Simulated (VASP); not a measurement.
An input for Ansatz (written as the equivalent of a VASP run, and not itself run):

Ansatz 0.2 input:
```yaml
crystal:
  lattice:
    - [0.0000000, 2.1855910, 2.1855910]
    - [2.1855910, 0.0000000, 2.1855910]
    - [2.1855910, 2.1855910, 0.0000000]
  atoms:
    - { symbol: S, position: [0.0000000, 0.0000000, 0.0000000] }
    - { symbol: Be, position: [0.5000000, 0.5000000, 0.5000000] }
kpoints:
  mp_grid: { grid: [4, 4, 4] }
hamiltonian:
  xc: pbe
  pseudopotentials: { kind: paw }
scf:
  occupations: { method: gaussian, width: 0.1 }
  max_iter: 100
output: { forces: true, stress: true, eigenvalues: true }
```

Problem. Translate this input to VASP (INCAR, KPOINTS, POSCAR, choice of POTCAR).

Solution. Several could match; the one computed here: 
### POSCAR
```
BeS
1
    0.0000000000     2.1855910000     2.1855910000
    2.1855910000     0.0000000000     2.1855910000
    2.1855910000     2.1855910000     0.0000000000
S Be
1 1
Direct
  0.0000000000   0.0000000000   0.0000000000
  0.5000000000   0.5000000000   0.5000000000
```

INCAR:
```
SYSTEM = BeS
PREC = Accurate
ENCUT = 300
EDIFF = 1E-6
NELM = 100
ALGO = Normal
LREAL = .FALSE.
LASPH = .TRUE.
ISMEAR = 0
SIGMA = 0.1
GGA = PE
LWAVE = .FALSE.
LCHARG = .FALSE.
ISIF = 2
```

File KPOINTS:
```
K-points
0
G
4 4 4
0 0 0
```

POTCAR, in this order: S Be (PBE.64 set). Program: vasp_std.

The two are equivalent in intent, not identical: each code has its own PAW files, so the cut-off isn't converted (ENCUT is set for VASP's; basis.ecutwfc is left out, and Ansatz then takes the one that its files recommend); Ansatz stops its SCF on the density residual and VASP on the energy change (EDIFF).

The structure was generated: BeS was put into an ordered model structure, which need not be its known phase. The cell was not relaxed at this level. The k-mesh is coarse (spacing up to 0.62 per Å, 2π included), so the numbers may not be converged in it. The run is one of a series of settings (KPOINTS 4×4×4 Γ-centred mesh against the base run), some of them coarse on purpose.
